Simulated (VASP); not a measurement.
Given:

```xyz
3
Lattice="0.0000 2.4877 2.4877 2.4877 0.0000 2.4877 2.4877 2.4877 0.0000" Properties=species:S:1:pos:R:3 pbc="T T T"
Zr     0.0000     0.0000     0.0000
O      1.2439     1.2439     1.2439
O      3.7316     3.7316     3.7316
```

Level of theory: vdW-DF-cx, VASP's PBE PAW potentials (set 64) (plane waves; VASP). Run with 520 eV cut-off, 8×8×8 Γ-centred mesh, Gaussian smearing of 0.050 eV, potentials Zr_sv O.

### Question
Give the stress tensor in GPa (positive for a compressed cell).

### Answer

```
17.78   0.00   0.00
 0.00  17.78   0.00
 0.00   0.00  17.78
```
The pressure is its mean diagonal, 17.78 GPa.

The compound is ZrO2 in the fluorite structure, the high-temperature cubic form, which is unstable at 0 K; the monoclinic form is the stable one. This cell is one point of a volume scan, at 0.94 of the reference volume.
